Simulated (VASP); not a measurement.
## Rb: energy against strain

Rb (bcc, Im-3m, 86.632 Å³/atom and stress up to 0.01 GPa in the relaxed cell, cube axes along x, y and z) under an equal strain ε along x and y, with z held. PBEsol in VASP (plane waves, PAW), 480 eV, 12×12×12 Γ-centred mesh, Methfessel-Paxton smearing 0.10 eV.

Here s stands for strain and y for E less E0.

| strain (%) | E less E0 (meV/atom) |
|---|---|
| -3.00 | ? |
| -1.50 | 0.60 |
| -1.00 | 0.24 |
| -0.50 | 0.05 |
| 0.00 | 0.00 |
| 0.50 | 0.10 |
| 1.00 | 0.34 |
| 1.50 | 0.73 |

Task: Using a parabola, estimate the missing y at s = -3.00 from the other rows, showing the fit.

Result: Least squares gives y = -0.001 + 0.0457·s + 0.2952·s². Residuals (row less fit): 0.005, -0.009, 0.000, 0.001, 0.004, 0.000, -0.002; standard error 0.006 (degrees of freedom: 4). Twice the quadratic coefficient over the volume, 2 × 0.2952 meV × 10⁴ × 0.1602 / 86.632 Å³, is the elastic constants 2(C11 + C12) = about 11 GPa. At the withheld row, y = -0.001 + 0.0457 × (-3.0) + 0.2952 × (-3.0)² = 2.519 meV/atom. The calculation gives 2.69 meV/atom, 0.171 meV/atom above the prediction (6.4 % of the range of y in the table). The row lies outside the fitted rows, so this is an extrapolation. The scatter of the fitted rows lies at the last printed digit.

A polynomial of degree 3 through the 12 other runs of the series gives 2.67 there, so most of the miss is curvature that the fit leaves out. In a metal these values are sensitive to mesh and smearing; energies are taken to zero smearing, stresses follow the free energy. Rows are the converged runs of the series near zero and its far end, less any whose ions stayed unrelaxed beside relaxed ones; series whose fitted rows scatter by over a few per cent of the range, as at a crossing or softening among them, aren't shown in this form. Most that stay on the fit to the last digits aren't either.
